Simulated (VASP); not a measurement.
Set up this calculation in VASP 6.6.1, as the native input.

| Quantity | Value |
| --- | --- |
| Task | single point |
| Functional | LDA |
| Potentials or basis | VASP PAW LDA potentials, release 64 (Mo_sv, Ru_pv) |
| Cutoff | 520 eV |
| k mesh | 9 × 9 × 4 |
| Occupations | gaussian, width 0.1 eV |
| Spin | no spin polarisation |
| Dipole correction | no |
| Further INCAR settings | ALGO = Normal; EDIFF = 1e-06; NBANDS = 21 |

The structure of MoRu lies in POSCAR:

```
MoRu
1.0
    2.7774147960      0.0000000000      0.0000000000
   -1.3887073980      2.4053117702      0.0000000000
    0.0000000000      0.0000000000      4.4637070000
Mo Ru
1 1
Direct
    0.6666666700      0.3333333300      0.0000000000
    0.3333333300      0.6666666700      0.5000000000
```

The cell comes from a database or a generator and needn't be the stable form of this composition.

The input as run:

INCAR

```
ALGO = Normal
EDIFF = 1E-6
ENCUT = 520
GGA = CA
ISIF = 2
ISMEAR = 0
LASPH = True
LCHARG = False
LREAL = False
LWAVE = False
NBANDS = 21
NELM = 80
PREC = Accurate
SIGMA = 0.1
```

KPOINTS

```
k-points
0
Gamma
  9 9 4
```

Potentials or basis: VASP PAW LDA potentials, release 64 (Mo_sv, Ru_pv).

Run with:

```console
$ cat potpaw_LDA.64/Mo_sv/POTCAR potpaw_LDA.64/Ru_pv/POTCAR > POTCAR
$ mpirun -np 1 vasp_std > vasp.out
```

It gave:

```json
{
 "Pressure": "-16.4 GPa",
 "Band gap on the k mesh": "none (metal or under the smearing width)"
}
```

Caveat: so large a pressure means that the cell lies far from this level's equilibrium, or that cutoff or potentials fall short.

It took 18 s on 1 thread of AMD EPYC 7R13 Processor (Zen 3) (shared host), peak memory 0.12 GiB.
